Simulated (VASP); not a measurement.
Consider the following.

```
ZnSe
1.0
    0.00000     2.86803     2.86803
    2.86803     0.00000     2.86803
    2.86803     2.86803     0.00000
Zn Se
1 1
Direct
  0.00000   0.00000   0.00000
  0.25000   0.25000   0.25000
```

Method: PW91 GGA, VASP's PBE PAW potentials (set 64) (plane waves; VASP 6.6.1). Numerical set-up: 520 eV cut-off, 9×9×9 Γ-centred mesh, tetrahedra with Blöchl corrections, potentials Zn Se.

What does the run give for the energy per atom (σ→0), band gap (on the k-mesh) with the smallest direct gap where there is one?

```json
{
  "band gap (on the k-mesh)": "1.14 eV",
  "smallest direct gap (on the k-mesh)": "1.14 eV",
  "energy per atom (σ→0)": "-3.039 eV/atom"
}
```

Only differences to runs with the same potentials and settings are physical.

The compound is ZnSe in the zinc blende structure. It was relaxed first.
